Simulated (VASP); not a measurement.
```yaml
crystal:
  lattice:
    - [-1.63710, 1.63710, 3.99330]
    - [1.63710, -1.63710, 3.99330]
    - [1.63710, 1.63710, -3.99330]
  atoms:
    - { symbol: Si, position: [0.66500, 0.66500, 0.00000] }
    - { symbol: Si, position: [0.33500, 0.33500, 0.00000] }
    - { symbol: W, position: [0.00000, 0.00000, 0.00000] }
```

The numbers are results of PBE GGA, VASP's PBE PAW potentials (set 64) (plane waves; VASP), not measurements. Run with 400 eV cut-off, 10×10×10 Γ-centred mesh, first-order Methfessel-Paxton smearing of 0.10 eV, potentials Si W_sv.

Question: Give the force on each atom (eV/Å).

Answer: 
```
atom     Fx     Fy      Fz
----  -----  -----  ------
Si1   0.000  0.000  -0.087
Si2   0.000  0.000   0.087
W3    0.000  0.000   0.000
```

Question: Give the stress tensor in GPa (positive for a compressed cell).

Answer: 
```
-7.90   0.00   0.00
 0.00  -7.90   0.00
 0.00   0.00  -9.84
```
The pressure is its mean diagonal, -8.55 GPa.

The compound is WSi2 in the MoSi2 type structure. The cell was not relaxed at this level.
